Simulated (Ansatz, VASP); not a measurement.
# H9C7N2 (amorphous polyacrylonitrile at 400 K) in two plane-wave programs

One calculation is typed for both programs; each brings its own data sets. How far apart do they land? The structure shown is the start of the Ansatz relaxation below; VASP solves that cell, so the two are compared at the walk's first step.

Method: plane waves, with VASP 6.6.1 beside it; single point at PBE with D3(BJ), in Ansatz 0.2.0.

## 1. The starting structure

The cell holds 108 atoms: 42 C, 12 N and 54 H. Its edges and angles: a = 10.456 Å, b = 10.456 Å, c = 10.456 Å, α = 90.0°, β = 90.0°, γ = 90.0°. As first built, before any earlier steps moved the atoms (in the runner's words): 3 polyacrylonitrile chains of 4 units placed at random, at 1.06 g/cm^3; overlaps pushed apart, then 20 ps at 800 K with MMFF94 bonds, angles, torsions, charges and radii (Halgren, J. Comput. Chem. 17, 490 (1996)) in harmonic and 12-6 forms; charges of ions scaled by 0.8. Snapshot after 30 ps at 400 K and fixed volume.

## 2. Ansatz: relaxation, PBE with D3(BJ)

Ansatz runs on its default PAW (the set named soft_2) files.

The two programs are compared at the cell with which this relaxation starts, whose forces are those of its first step.

File input.yaml:

```yaml
crystal:
  lattice:
    - [10.45608, 0.0, 0.0]
    - [0.0, 10.45608, 0.0]
    - [0.0, 0.0, 10.45608]
  atoms:
    - { symbol: C, position: [0.91725, 0.04382, 0.21168] }
    - { symbol: C, position: [0.86652, 0.17398, 0.17376] }
    - { symbol: C, position: [0.85108, 0.25633, 0.29244] }
    - { symbol: C, position: [0.97858, 0.32112, 0.31686] }
    - { symbol: "N", position: [0.06962, 0.38151, 0.33819] }
    - { symbol: C, position: [0.74833, 0.35814, 0.26669] }
    - { symbol: C, position: [0.64892, 0.3952, 0.36354] }
    - { symbol: C, position: [0.70563, 0.44856, 0.47126] }
    - { symbol: "N", position: [0.74963, 0.47595, 0.57318] }
    - { symbol: C, position: [0.57413, 0.27997, 0.41259] }
    - { symbol: C, position: [0.44468, 0.27358, 0.35859] }
    - { symbol: C, position: [0.45999, 0.24814, 0.23066] }
    - { symbol: "N", position: [0.47925, 0.21613, 0.1249] }
    - { symbol: C, position: [0.36416, 0.17277, 0.42455] }
    - { symbol: C, position: [0.29636, 0.20983, 0.54663] }
    - { symbol: C, position: [0.37194, 0.22879, 0.65937] }
    - { symbol: "N", position: [0.44176, 0.24846, 0.73917] }
    - { symbol: C, position: [0.19105, 0.10136, 0.58205] }
    - { symbol: H, position: [0.00796, 0.01809, 0.16095] }
    - { symbol: H, position: [0.94975, 0.03619, 0.31367] }
    - { symbol: H, position: [0.84212, 0.96253, 0.18884] }
    - { symbol: H, position: [0.92352, 0.23231, 0.10044] }
    - { symbol: H, position: [0.76766, 0.15213, 0.14825] }
    - { symbol: H, position: [0.81162, 0.18449, 0.36903] }
    - { symbol: H, position: [0.80329, 0.44803, 0.24649] }
    - { symbol: H, position: [0.70594, 0.32253, 0.1774] }
    - { symbol: H, position: [0.57557, 0.47162, 0.32833] }
    - { symbol: H, position: [0.62612, 0.19289, 0.38521] }
    - { symbol: H, position: [0.5721, 0.2783, 0.51658] }
    - { symbol: H, position: [0.38975, 0.36174, 0.37608] }
    - { symbol: H, position: [0.43041, 0.08938, 0.44243] }
    - { symbol: H, position: [0.28927, 0.13935, 0.35958] }
    - { symbol: H, position: [0.25099, 0.29577, 0.52592] }
    - { symbol: H, position: [0.15859, 0.13765, 0.67167] }
    - { symbol: H, position: [0.21529, 0.00418, 0.59145] }
    - { symbol: H, position: [0.11432, 0.10493, 0.51197] }
    - { symbol: C, position: [0.70276, 0.40098, 0.87908] }
    - { symbol: C, position: [0.70667, 0.2657, 0.88399] }
    - { symbol: C, position: [0.77673, 0.20318, 0.77303] }
    - { symbol: C, position: [0.90355, 0.25546, 0.75088] }
    - { symbol: "N", position: [0.99794, 0.30295, 0.71336] }
    - { symbol: C, position: [0.78102, 0.06339, 0.78654] }
    - { symbol: C, position: [0.64978, 0.99382, 0.7794] }
    - { symbol: C, position: [0.60164, 0.98032, 0.65239] }
    - { symbol: "N", position: [0.57878, 0.97258, 0.54149] }
    - { symbol: C, position: [0.66665, 0.85912, 0.81917] }
    - { symbol: C, position: [0.5644, 0.82216, 0.92279] }
    - { symbol: C, position: [0.43507, 0.83499, 0.86826] }
    - { symbol: "N", position: [0.33893, 0.85076, 0.82014] }
    - { symbol: C, position: [0.57979, 0.89444, 0.04785] }
    - { symbol: C, position: [0.53068, 0.81994, 0.15749] }
    - { symbol: C, position: [0.61343, 0.71027, 0.19299] }
    - { symbol: "N", position: [0.69649, 0.64725, 0.22383] }
    - { symbol: C, position: [0.52229, 0.89712, 0.26706] }
    - { symbol: H, position: [0.62639, 0.42837, 0.81008] }
    - { symbol: H, position: [0.78686, 0.45134, 0.84] }
    - { symbol: H, position: [0.67811, 0.44064, 0.97222] }
    - { symbol: H, position: [0.61069, 0.22773, 0.89454] }
    - { symbol: H, position: [0.77304, 0.23579, 0.96306] }
    - { symbol: H, position: [0.72488, 0.22587, 0.69034] }
    - { symbol: H, position: [0.83378, 0.03903, 0.87924] }
    - { symbol: H, position: [0.83249, 0.03314, 0.70988] }
    - { symbol: H, position: [0.57524, 0.04403, 0.82837] }
    - { symbol: H, position: [0.76238, 0.84506, 0.85642] }
    - { symbol: H, position: [0.65098, 0.7855, 0.74621] }
    - { symbol: H, position: [0.57191, 0.71793, 0.93633] }
    - { symbol: H, position: [0.5136, 0.97529, 0.03714] }
    - { symbol: H, position: [0.67815, 0.93261, 0.05949] }
    - { symbol: H, position: [0.44141, 0.79321, 0.1254] }
    - { symbol: H, position: [0.61944, 0.94699, 0.2797] }
    - { symbol: H, position: [0.44421, 0.96588, 0.25274] }
    - { symbol: H, position: [0.50182, 0.83308, 0.35312] }
    - { symbol: C, position: [0.34674, 0.5455, 0.07214] }
    - { symbol: C, position: [0.36045, 0.46654, 0.95263] }
    - { symbol: C, position: [0.2316, 0.40203, 0.92428] }
    - { symbol: C, position: [0.1997, 0.29164, 0.01021] }
    - { symbol: "N", position: [0.17867, 0.21113, 0.08435] }
    - { symbol: C, position: [0.11838, 0.49602, 0.90145] }
    - { symbol: C, position: [0.13709, 0.61776, 0.82088] }
    - { symbol: C, position: [0.0488, 0.71082, 0.88254] }
    - { symbol: "N", position: [0.97929, 0.787, 0.92516] }
    - { symbol: C, position: [0.08913, 0.598, 0.68469] }
    - { symbol: C, position: [0.17758, 0.66763, 0.59833] }
    - { symbol: C, position: [0.30087, 0.60732, 0.58883] }
    - { symbol: "N", position: [0.4024, 0.56585, 0.59157] }
    - { symbol: C, position: [0.14152, 0.66652, 0.46042] }
    - { symbol: C, position: [0.00613, 0.69311, 0.43299] }
    - { symbol: C, position: [0.97358, 0.81218, 0.49157] }
    - { symbol: "N", position: [0.93778, 0.91119, 0.52775] }
    - { symbol: C, position: [0.97415, 0.69327, 0.29113] }
    - { symbol: H, position: [0.44417, 0.57339, 0.09593] }
    - { symbol: H, position: [0.31134, 0.48837, 0.15355] }
    - { symbol: H, position: [0.27652, 0.62751, 0.06265] }
    - { symbol: H, position: [0.39685, 0.53121, 0.884] }
    - { symbol: H, position: [0.42834, 0.39442, 0.98409] }
    - { symbol: H, position: [0.24418, 0.36369, 0.82882] }
    - { symbol: H, position: [0.07936, 0.51556, 0.99342] }
    - { symbol: H, position: [0.02764, 0.44825, 0.87074] }
    - { symbol: H, position: [0.23286, 0.65288, 0.82275] }
    - { symbol: H, position: [0.09132, 0.50278, 0.66578] }
    - { symbol: H, position: [0.98508, 0.62132, 0.68117] }
    - { symbol: H, position: [0.19843, 0.76461, 0.62081] }
    - { symbol: H, position: [0.20579, 0.737, 0.41967] }
    - { symbol: H, position: [0.17246, 0.58753, 0.40713] }
    - { symbol: H, position: [0.94628, 0.61788, 0.47375] }
    - { symbol: H, position: [0.88861, 0.74744, 0.27189] }
    - { symbol: H, position: [0.06086, 0.72745, 0.23616] }
    - { symbol: H, position: [0.94291, 0.58926, 0.26356] }
kpoints:
  mp_grid: { grid: [1, 1, 1] }
hamiltonian:
  xc: pbe
  dispersion: d3bj
scf:
  occupations: { method: fermi_dirac, width: 0.025 }
output:
  forces: true
relax:
  f_tol: 0.03
  max_steps: 200
  cell: {}
```

Command:

```console
ansatz run input.yaml --threads 4 --pin off --max-ram 8192MiB --backend cpu --events-out ev --progress --plain --runs-dir out
```

Numbers of over 12 decimals in the logs are rounded to 6 here.

The program printed:

```text
Engine: ansatz 0.2.0, aarch64-unknown-linux-gnu
Pseudopotentials: kind: paw
Pseudopotential: C, paw, valence charge 4, recommended cutoff 420 eV (normal), C.paw.azcp
Pseudopotential: N, paw, valence charge 5, recommended cutoff 420 eV (normal), N.paw.azcp
Pseudopotential: H, paw, valence charge 1, recommended cutoff 420 eV (normal), H.paw.azcp
Functional definition: PBE
  parameter kappa = 0.804
  parameter beta = 0.066725
  exchange = pbe_x(kappa = kappa, mu = beta*pi^2/3)
  correlation = pbe_c(beta = beta)
Crystal: 108 atoms, lattice volume = 1143.159 Å³
Basis set: ecut = 420 eV, 22335 PW (Γ), exchange–correlation on 144×144×144 points (8 copies of the dense FFT grid, shifted against one another)
Bands: 249, of which v1, the nominal top of the filled ones, is band 141 counted from 1 (140 counted from 0)
Symmetry: 1 space group operations
Space group: P1 (ITA 1), of the structure as read, at distance tolerance 1.0e-4 Å
k-points: 1
Non-local potential: C, projectors of the file, l = 0: 2, l = 1: 2, l = 2: 1
Non-local potential: N, projectors of the file, l = 0: 2, l = 1: 2, l = 2: 1
Non-local potential: H, projectors of the file, l = 0: 2, l = 1: 1
PAW form: soft (Blöchl's): semilocal exchange-correlation on the pseudo side does not see the compensation charge
PAW one-centre angular grid: C, 110 points (default); XC on 64 Gauss nodes
PAW one-centre angular grid: N, 110 points (default); XC on 64 Gauss nodes
PAW one-centre angular grid: H, 110 points (default); XC on 64 Gauss nodes
Initial density: superposition of atomic densities (neutral atoms: chi_scale 0, normalization atom), corrected by the library's trained network
Initial wavefunctions: pseudopotential atomic-orbital guess
Functional: x = pbe(κ = 0.804, μ = 0.219515), c = pbe(β = 0.066725)
SCF iter   1: F=—  HF=-16004.296721 eV  |F-HF|=—  |Δ(HF+E_count)|=         —  Δρ=5.49e-3  dr2=5.05e-1  ethr=1.77e-3  ⟨swp⟩=6.0  Hψ=1151  notcnv=0  defer=34
preconditioner: auto → Resta (q_TF=auto, 2.161 Å⁻¹)  ε∞=2.5  [insulator: Δε(μ)=5.907 eV  Ē_g=15.085 eV  σ=0.025 eV  W_gap=1.00  n_scr=178 (ndim 8)  ℏωp=18.4 eV  f_vac=0.213  D(μ)=0.00/eV (n_scr^D=0)  ε∞_Penn≈2.5]
SCF iter   2: F=—  HF=-16004.251499 eV  |F-HF|=—  |Δ(HF+E_count)|=   4.52e-2  Δρ=3.14e-3  dr2=1.27e-1  ethr=1.79e-4  ⟨swp⟩=2.0  Hψ=429  notcnv=0  defer=103
SCF iter   3: F=—  HF=-16004.243720 eV  |F-HF|=—  |Δ(HF+E_count)|=   7.78e-3  Δρ=1.53e-3  dr2=3.71e-2  ethr=4.52e-5  ⟨swp⟩=4.0  Hψ=290  notcnv=0  defer=103
SCF iter   4: F=—  HF=-16004.243987 eV  |F-HF|=—  |Δ(HF+E_count)|=   2.67e-4  Δρ=5.71e-4  dr2=7.01e-3  ethr=1.32e-5  ⟨swp⟩=3.0  Hψ=290  notcnv=0  defer=103
SCF iter   5: F=—  HF=-16004.244213 eV  |F-HF|=—  |Δ(HF+E_count)|=   2.26e-4  Δρ=2.88e-4  dr2=1.43e-3  ethr=2.49e-6  ⟨swp⟩=3.0  Hψ=289  notcnv=0  defer=103
SCF iter   6: F=—  HF=-16004.244098 eV  |F-HF|=—  |Δ(HF+E_count)|=   1.15e-4  Δρ=1.21e-4  dr2=2.29e-4  ethr=5.06e-7  ⟨swp⟩=2.0  Hψ=287  notcnv=0  defer=103
SCF iter   7: F=—  HF=-16004.244097 eV  |F-HF|=—  |Δ(HF+E_count)|=   1.39e-6  Δρ=3.59e-5  dr2=2.00e-5  ethr=8.11e-8  ⟨swp⟩=2.0  Hψ=276  notcnv=0  defer=103
SCF iter   8: F=—  HF=-16004.245116 eV  |F-HF|=—  |Δ(HF+E_count)|=   1.02e-3  Δρ=2.73e-5  dr2=1.07e-5  ethr=7.09e-9  ⟨swp⟩=2.0  Hψ=388  notcnv=0  defer=103
SCF iter   9: F=—  HF=-16004.245115 eV  |F-HF|=—  |Δ(HF+E_count)|=   1.37e-6  Δρ=5.51e-6  dr2=3.80e-7  ethr=3.79e-9  ⟨swp⟩=2.0  Hψ=285  notcnv=0  defer=103
SCF iter  10: F=-16004.245115 eV  HF=-16004.245115 eV  |F-HF|=3.41e-8  |Δ(HF+E_count)|=   1.03e-7  Δρ=2.54e-6  dr2=8.85e-8  ethr=3.55e-11  ⟨swp⟩=4.0  Hψ=630  notcnv=0
SCF 1 converged in 10 iterations: F = -16004.245115 eV  dr2 = 8.85e-8
  greatest PAW one-centre occupation: 0.847 electrons in one spin orbital (limit 2), on the N atom at site 52 (counted from 0), in its partial waves of l = 0
relax step   1: F+E_penalty+E_count = -16004.24511519 eV  Δ(F+E_penalty+E_count) = +0.000e0 eV  max|allowed force component| = 5.242e0 eV/Å  Δτ_max = 0.0000 Å  P = +3.736 GPa  Ω = 1143.159 Å³  (10 SCF iters, dr2 threshold 1.00e-7 eV, accepted)
Crystal: 108 atoms, lattice volume = 1190.980 Å³
Basis set: ecut = 420 eV, 23277 PW (Γ), exchange–correlation on 144×144×144 points (8 copies of the dense FFT grid, shifted against one another)
Initial density: handed on by an earlier stage of this run
Initial wavefunctions: those handed on with the density
iter 1 solved again at ethr=1.49e-3 eV; its pass at ethr=3.10e-3 eV (dr2=4.21e0 eV) is discarded
SCF iter   1: F=—  HF=-16010.891204 eV  |F-HF|=—  |Δ(HF+E_count)|=         —  Δρ=2.57e-2  dr2=4.40e0  ethr=1.49e-3  ⟨swp⟩=4.0  Hψ=1191  notcnv=0
preconditioner: auto → Resta (q_TF=auto, 2.146 Å⁻¹)  ε∞=2.5  [insulator: Δε(μ)=6.098 eV  Ē_g=14.856 eV  σ=0.025 eV  W_gap=1.00  n_scr=196 (ndim 8)  ℏωp=18.1 eV  f_vac=0.248  D(μ)=0.00/eV (n_scr^D=0)  ε∞_Penn≈2.5]
[...]
- { symbol: C, position: [0.857353, 0.142733, 0.224902] }
    - { symbol: C, position: [0.850783, 0.259821, 0.320428] }
    - { symbol: C, position: [0.982312, 0.312138, 0.332302] }
    - { symbol: N, position: [0.088207, 0.351719, 0.338925] }
    - { symbol: C, position: [0.748502, 0.354086, 0.277092] }
    - { symbol: C, position: [0.646195, 0.407004, 0.384710] }
    - { symbol: C, position: [0.713218, 0.480136, 0.486832] }
    - { symbol: N, position: [0.768893, 0.538670, 0.565900] }
    - { symbol: C, position: [0.557855, 0.311345, 0.446014] }
    - { symbol: C, position: [0.431422, 0.277915, 0.372146] }
    - { symbol: C, position: [0.460035, 0.241677, 0.233039] }
    - { symbol: N, position: [0.481622, 0.206181, 0.124013] }
    - { symbol: C, position: [0.356352, 0.170218, 0.426948] }
    - { symbol: C, position: [0.287642, 0.192588, 0.563961] }
    - { symbol: C, position: [0.380619, 0.211504, 0.668526] }
    - { symbol: N, position: [0.452332, 0.221902, 0.754379] }
    - { symbol: C, position: [0.202087, 0.082516, 0.592297] }
    - { symbol: H, position: [0.059977, 0.082744, 0.250046] }
    - { symbol: H, position: [0.939861, 0.018453, 0.355926] }
    - { symbol: H, position: [0.956069, 0.966777, 0.186436] }
    - { symbol: H, position: [0.878970, 0.169233, 0.125572] }
    - { symbol: H, position: [0.756747, 0.105679, 0.227739] }
    - { symbol: H, position: [0.822114, 0.233062, 0.418799] }
    - { symbol: H, position: [0.798706, 0.430191, 0.235187] }
    - { symbol: H, position: [0.692764, 0.308964, 0.198130] }
    - { symbol: H, position: [0.583022, 0.472649, 0.338859] }
    - { symbol: H, position: [0.615895, 0.227483, 0.455518] }
    - { symbol: H, position: [0.524804, 0.348116, 0.544731] }
    - { symbol: H, position: [0.363605, 0.358108, 0.377525] }
    - { symbol: H, position: [0.425420, 0.091951, 0.425823] }
    - { symbol: H, position: [0.277139, 0.145061, 0.360183] }
    - { symbol: H, position: [0.221899, 0.273992, 0.567490] }
    - { symbol: H, position: [0.154041, 0.095236, 0.690391] }
    - { symbol: H, position: [0.263529, -0.00125185, 0.586445] }
    - { symbol: H, position: [0.124683, 0.071916, 0.520791] }
    - { symbol: C, position: [0.692047, 0.427384, 0.873696] }
    - { symbol: C, position: [0.734187, 0.297473, 0.895962] }
    - { symbol: C, position: [0.778423, 0.219918, 0.768543] }
    - { symbol: C, position: [0.896296, 0.270308, 0.708119] }
    - { symbol: N, position: [0.991412, 0.309972, 0.661475] }
    - { symbol: C, position: [0.803120, 0.083424, 0.788561] }
    - { symbol: C, position: [0.685855, 1.002415, 0.747234] }
    - { symbol: C, position: [0.663475, 1.010166, 0.608432] }
    - { symbol: N, position: [0.647337, 1.017838, 0.497874] }
    - { symbol: C, position: [0.709115, 0.867483, 0.775849] }
    - { symbol: C, position: [0.604961, 0.819348, 0.871885] }
    - { symbol: C, position: [0.471333, 0.827980, 0.822616] }
    - { symbol: N, position: [0.364327, 0.839835, 0.787000] }
    - { symbol: C, position: [0.604493, 0.883946, 0.011559] }
[...]
- { symbol: N, position: [0.646113, 0.626934, 0.180800] }
[...]
- { symbol: H, position: [0.605652, 0.427731, 0.812087] }
    - { symbol: H, position: [0.771319, 0.475548, 0.823868] }
    - { symbol: H, position: [0.665616, 0.479476, 0.967501] }
    - { symbol: H, position: [0.650652, 0.250670, 0.940591] }
    - { symbol: H, position: [0.816208, 0.296895, 0.963289] }
    - { symbol: H, position: [0.698703, 0.227780, 0.699099] }
[...]
- { symbol: N, position: [0.086305, 0.220607, -0.00316789] }
[...]
- { symbol: C, position: [0.045167, 0.734785, 0.898401] }
    - { symbol: N, position: [0.982989, 0.817194, 0.948422] }
    - { symbol: C, position: [0.089176, 0.598975, 0.693610] }
    - { symbol: C, position: [0.189808, 0.656340, 0.600694] }
    - { symbol: C, position: [0.320140, 0.599518, 0.613321] }
    - { symbol: N, position: [0.420405, 0.547932, 0.623057] }
    - { symbol: C, position: [0.155763, 0.640405, 0.454808] }
    - { symbol: C, position: [0.013217, 0.680831, 0.427808] }
    - { symbol: C, position: [0.979863, 0.799929, 0.495596] }
    - { symbol: N, position: [0.955037, 0.893720, 0.552981] }
    - { symbol: C, position: [0.991324, 0.678165, 0.280435] }
[...]
- { symbol: H, position: [0.988418, 0.631389, 0.676708] }
    - { symbol: H, position: [0.198078, 0.754061, 0.632097] }
    - { symbol: H, position: [0.227043, 0.692162, 0.398501] }
    - { symbol: H, position: [0.166573, 0.544035, 0.417699] }
    - { symbol: H, position: [0.943522, 0.617310, 0.470103] }
    - { symbol: H, position: [0.887465, 0.698879, 0.261794] }
    - { symbol: H, position: [0.054337, 0.743618, 0.233439] }
    - { symbol: H, position: [1.016317, 0.586002, 0.235908] }
```

The column dr2 measures how far the density is from self-consistency, as an energy; F and HF (Harris–Foulkes) agree once it is small.

(Continued in part 2 of 2.)

[Lines on the potential files, build, host, timing and source positions are cut from VASP's logs without a mark.]

[Logs are printed without paths, hosts, clocks, repeated set-up lines and the standing remarks that a program may print on its own settings, such as how far it seeks lower states.]

[Hosts, paths, dates, database ids (printed as entryN), source tags and the programs' standing remarks are cut or masked in the printed files.]

[The MMFF94 radii named for the starting cell were scaled by 0.96; in molecules described by MMFF94, hydrogen bound to N, O or S took a small fixed 12-6 site in their place.]
